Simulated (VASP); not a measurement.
## Cs3Pt: energy against volume and a worked fit

It takes space group Pm-3m (No. 221, cubic). Conventional cell: a = 5.778 Å, b = 5.778 Å, c = 5.778 Å, α = 90.00°, β = 90.00°, γ = 90.00°. Around Pt (site symmetry m-3m) lie 12 Cs at 4.09 Å. Cs (site symmetry 4/mmm) is surrounded by 4 Pt at 4.09 Å and 8 Cs at 4.09 Å.

The cell comes from a database or a generator and needn't be the stable form of this composition.

The cell was scaled at fixed shape and fractions and run with VASP, PBE PAW files Cs_sv, Pt, 520 eV; PBE, k mesh 5 × 5 × 5 on the cell of 4 atoms, fermi-dirac occupations of 0.05 eV, no spin polarisation, no spin-orbit coupling. Energies are those that the program minimises, any entropy of the smearing included. For a metal such a mesh isn't converged to the digits shown.

```tsv
V (Å³/atom)	energy over the lowest row (meV/atom)
45.3234	1.733
46.2877	?
47.2520	0.000
48.2164	0.701
49.1807	2.308
50.1450	4.733
51.1093	7.901
```

Task: Fit the third-order Birch-Murnaghan form, give V0, B0 and B′, and predict the energy left open.

Result: With y = (V0/V)^(2/3), E = E0 + (9 V0 B0/16) [(y - 1)³ B′ + (y - 1)² (6 - 4y)]. Least squares through the rows shown give V0 = 47.0500 Å³/atom, E0 = -0.022 meV, B0 = 8.333 GPa (1 eV/Å³ = 160.218 GPa) and B′ = 4.05, with a largest miss of 0.002 meV. At V = 46.2877 the form with these constants gives 0.308 meV; the run gave 0.318 meV an atom.
